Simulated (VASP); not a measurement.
Input:

```yaml
crystal:
  lattice:
    - [0.00000, 1.76000, 1.76000]
    - [1.76000, 0.00000, 1.76000]
    - [1.76000, 1.76000, 0.00000]
  atoms:
    - { symbol: Ni, position: [0.00000, 0.00000, 0.00000], spin: 0.8 }
```

Level of theory: PBE GGA, VASP's PBE PAW potentials (set 64) (plane waves; VASP). Numerical set-up: LREAL = Auto, 400 eV cut-off, 16×16×16 Γ-centred mesh, first-order Methfessel-Paxton smearing of 0.10 eV, potentials Ni.

Give the stress tensor in GPa (positive for a compressed cell).

```
-1.31   0.00   0.00
 0.00  -1.31   0.00
 0.00   0.00  -1.31
```
The pressure is its mean diagonal, -1.31 GPa.

The compound is Ni in the fcc structure. The cell was not relaxed at this level. The run is one of a series of settings (LREAL = Auto against the base run), some of them coarse on purpose.
